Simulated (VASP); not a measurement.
LiBeF3, 5 atoms in the cell. The structure is cubic, space group Pm-3m (No. 221). The conventional cell has a = 3.541 Å, b = 3.541 Å, c = 3.541 Å, α = 90.00°, β = 90.00°, γ = 90.00°. Li (site symmetry m-3m) is surrounded by 6 F at 1.77 Å. Be (site symmetry m-3m) has 12 F at 2.50 Å as nearest neighbours. Around F (site symmetry 4/mmm) lie 2 Li at 1.77 Å. The cell was built by a generator and needn't be a form met in nature. The cell isn't the ideal one: random cell by space group and Wyckoff sites (Pm-3m, No. 221).

```yaml
Program: VASP 6.6.1
Task: single point
Functional: PBE
Potentials_or_basis: VASP PAW PBE potentials, release 64 (Li_sv, Be, F)
Cutoff: 520 eV
k_mesh: 8 × 8 × 8
Occupations: gaussian, width 0.02 eV
Spin: no spin polarisation
Dipole_correction: no
Further_INCAR_settings: ALGO = Normal; EDIFF = 1e-06; NBANDS = 21
```

Potentials or basis: VASP PAW PBE potentials, release 64 (Li_sv, Be, F).

Command:

```console
$ cat potpaw_PBE.64/Li_sv/POTCAR potpaw_PBE.64/Be/POTCAR potpaw_PBE.64/F/POTCAR > POTCAR
$ mpirun -np 1 vasp_std > vasp.out
```

Hardware: 1 thread of Intel(R) Xeon(R) 6975P-C (Granite Rapids) (shared host).

Question: How long does it take, and how much memory?

Answer: It took 12 s on 1 thread of Intel(R) Xeon(R) 6975P-C (Granite Rapids), on a shared host, peak memory 0.16 GiB. Counts: scf iterations 14, k points 35.
